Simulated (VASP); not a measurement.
Write the native input for VASP 6.6.1 that does the following.

```
Task                   : band structure
Functional             : PBE
Potentials or basis    : VASP PAW PBE potentials, release 64 (Fe, O)
Cutoff                 : 520 eV
k mesh                 : 9 × 9 × 9
Occupations            : methfessel-paxton, width 0.1 eV
Spin                   : collinear spin, ferromagnetic start
Starting moments       : [4.0, 4.0, 4.0, 4.0, 0.0, 0.0, 0.0, 0.0, 0.0, 0.0] μB
Hubbard terms          : Fe d U = 5.3 eV
Further INCAR settings : ALGO = Normal; EDIFF = 1e-07; NBANDS = 49; AMIX = 0.2; BMIX = 0.0001
```

The structure of Fe2O3 lies in POSCAR:

```
Fe2O3                                   
1.0
    2.5536548571      1.4743533212      4.6126343148
   -2.5536548571      1.4743533212      4.6126343148
    0.0000000000     -2.9487066422      4.6126343148
  Fe              O             
     4     6
Direct
     0.3532743998980467    0.3532743998980467    0.3532743998980467
     0.1467256001019532    0.1467256001019532    0.1467256001019532
     0.6467256001019532    0.6467256001019532    0.6467256001019532
     0.8532743998980468    0.8532743998980468    0.8532743998980468
     0.5541573053129329    0.9458426946870671    0.2500000000000000
     0.2499999999999787    0.5541573053129045    0.9458426946871168
     0.9458426946870955    0.2500000000000213    0.5541573053128832
     0.4458426946870671    0.0541573053129329    0.7500000000000000
     0.7500000000000213    0.4458426946870955    0.0541573053128832
     0.0541573053129045    0.7499999999999787    0.4458426946871168
```

These files were run (other wordings do the same):

INCAR

```
PREC = Accurate
ENCUT = 520
EDIFF = 1E-7
ISMEAR = 1
SIGMA = 0.1
LREAL = False
LASPH = True
NELM = 150
ALGO = Normal
ISIF = 2
LWAVE = False
LCHARG = False
ISPIN = 2
MAGMOM = 4 4 4 4 0 0 0 0 0 0
LORBIT = 11
LMAXMIX = 4
LDAU = True
LDAUTYPE = 2
LDAUL = 2 -1
LDAUU = 5.3 0
LDAUJ = 0 0
LDAUPRINT = 1
GGA = PE
NBANDS = 49
AMIX = 0.2
BMIX = 1E-4
AMIX_MAG = 0.8
BMIX_MAG = 1E-4
ICORELEVEL = 1
LUSENCCL = False
```

KPOINTS

```
Automatic mesh
0
Gamma
  9 9 9
```

KPOINTS_OPT

```
explicit points
143
Reciprocal
 0.0000000000  0.0000000000  0.0000000000 1
 0.0357142857  0.0000000000  0.0000000000 1
 0.0714285714  0.0000000000  0.0000000000 1
 0.1071428571  0.0000000000  0.0000000000 1
 0.1428571429  0.0000000000  0.0000000000 1
 0.1785714286  0.0000000000  0.0000000000 1
[... 135 lines left out ...]
 0.6332115686  0.6332115686  0.2335768628 1
 0.6332115686  0.3667884314  0.0000000000 1
```

Potentials or basis: VASP PAW PBE potentials, release 64 (Fe, O).

Command:

```bash
$ cat potpaw_PBE.64/Fe/POTCAR potpaw_PBE.64/O/POTCAR > POTCAR
$ mpirun -np 1 vasp_std > vasp.out
```

Results of the run:

The pressure is 0.3 GPa. The largest force is 0.004 eV/Å. The band gap on the k mesh is 1.66 eV, indirect (least direct gap 1.81 eV). The net moment is 20.00 μB per cell and the site moments are Fe +4.42; O +0.34 μB. The valence electrons inside the program's atomic spheres are Fe 6.67; O 5.04.

Caveat: an odd mesh through Γ misses points on the zone boundary, where band edges often lie; only a ferromagnetic start was run, and an antiferromagnetic order may lie lower in energy.

It took 63 min on 1 × NVIDIA H100 80GB with 1 thread of AMD EPYC 7R13 Processor (Zen 3) (shared host), peak memory 2.1 GiB.
